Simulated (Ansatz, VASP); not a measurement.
## One calculation of K2B2P, two programs

```xyz
5
Lattice="5.3637 0.0000 0.0000 -2.6818 4.6451 0.0000 0.0000 0.0000 5.0835" Properties=species:S:1:pos:R:3 pbc="T T T"
K     0.0000    3.0967    1.4314
K     2.6818    1.5484    3.6521
B     0.0000    0.0000    1.7775
B     0.0000    0.0000    3.3060
P     0.0000    0.0000    0.0000
```

Change from the starting cell: species swapped into the Rb2PtC2 type (P-3m1, No. 164).

Alike in both runs: functional PBE; k mesh 9 × 9 × 8; occupations gaussian, width 0.1 eV; no spin polarisation.

Ansatz relaxed the structure, and its values are those at the end. VASP's run is a single point on that final structure, the one shown.

```csv
,VASP,Ansatz
version,VASP 6.6.1,Ansatz 0.2.0
potentials or method,"VASP PAW PBE potentials, release 64 (K_sv, B, P)","scalar-relativistic, plane waves, PAW"
plane-wave cutoff (eV),520,420
valence electrons in the cell,29,29
```

|  | VASP | Ansatz | Ansatz less VASP |
| --- | --- | --- | --- |
| gap on the k mesh at the Fermi level (eV) | none | none | - |
| pressure (GPa) | 0.0 | 0.0 | +0.02 |
| rms of the force components (eV/Å) | 0.010 | 0.003 | -0.0070 |

A gap of «none» marks a metal or a gap that the smearing closes. The functional is the same, so the differences come from potentials, cutoffs and numerics.
